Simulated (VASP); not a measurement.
The input files of a VASP run:

INCAR:
```
! general
SYSTEM  = MgTe
PREC    = Accurate
ENCUT   = 400   ! plane-wave cut-off (eV)
LREAL   = .FALSE.
LASPH   = .TRUE.   ! aspherical one-centre terms

! electronic loop
EDIFF   = 1E-6   ! SCF stop (eV)
NELM    = 100
ALGO    = Normal
LMAXMIX = 4   ! l cut-off of mixed one-centre charges

! smearing
ISMEAR  = 0
SIGMA   = 0.05

! functional
GGA     = RP

! ions
ISIF    = 2

! output
LWAVE   = .FALSE.
LCHARG  = .FALSE.
```

### POSCAR
```
MgTe
1
    0.0000000000     3.2100000000     3.2100000000
    3.2100000000     0.0000000000     3.2100000000
    3.2100000000     3.2100000000     0.0000000000
Mg Te
1 1
Direct
  0.0000000000   0.0000000000   0.0000000000
  0.2500000000   0.2500000000   0.2500000000
```

File KPOINTS:
```
Automatic mesh
0
Gamma
7 7 7
0 0 0
```

POTCAR, in this order: Mg Te (PBE.64 set). Program: vasp_std.

### Question
Translate this RPBE calculation to Ansatz.

### Answer
One equivalent input (not run):
Ansatz 0.2 input:
```yaml
crystal:
  lattice:
    - [0.0000000, 3.2100000, 3.2100000]
    - [3.2100000, 0.0000000, 3.2100000]
    - [3.2100000, 3.2100000, 0.0000000]
  atoms:
    - { symbol: Mg, position: [0.0000000, 0.0000000, 0.0000000] }
    - { symbol: Te, position: [0.2500000, 0.2500000, 0.2500000] }
kpoints:
  mp_grid: { grid: [7, 7, 7] }
hamiltonian:
  xc: rpbe
  pseudopotentials: { kind: paw }
scf:
  occupations: { method: gaussian, width: 0.05 }
  max_iter: 100
output: { forces: true, stress: true, eigenvalues: true }
```
The two are equivalent in intent, not identical: each code has its own PAW files, so the cut-off isn't converted (ENCUT is set for VASP's; basis.ecutwfc is left out, and Ansatz then takes the one that its files recommend); Ansatz stops its SCF on the density residual and VASP on the energy change (EDIFF).

The compound is MgTe in the zinc blende structure, whereas wurtzite is the usual form. The cell was not relaxed at this level. The run is one of a series of settings (GGA = RP against the base run), some of them coarse on purpose.
